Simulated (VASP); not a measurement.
A cell of Cd (hcp) near equilibrium:

```yaml
crystal:
  lattice:
    - [1.49657, -2.59213, 0.00000]
    - [1.49657, 2.59213, 0.00000]
    - [0.00000, 0.00000, 5.85101]
  atoms:
    - { symbol: Cd, position: [0.33333, 0.66667, 0.25000] }
    - { symbol: Cd, position: [0.66667, 0.33333, 0.75000] }
```

The numbers are results of PBE GGA, VASP's PBE PAW potentials (set 64) (plane waves; VASP), not measurements.

| run | ΔE (meV/atom) | σxx | σyy | σzz | largest shear component, with its sign (GPa) | largest force (eV/Å) |
|---|---|---|---|---|---|---|
| as it is | 0.0 | 0.94 | 0.94 | 1.17 | 0.00 | 0.000 |
| after one change | -1.5 | 0.12 | 0.12 | 0.67 | 0.00 | 0.000 |
Stress is in GPa, positive when the cell is compressed.

Problem. Name the change that produced these shifts.
A. uniaxial strain of -4.0 % along y
B. isotropic strain of +0.5 %
C. isotropic strain of +1.0 %
D. atom 1 (Cd) moved by 0.100 Å along y

Solution. B, isotropic strain of +0.5 %

The compound is Cd in the hcp structure.
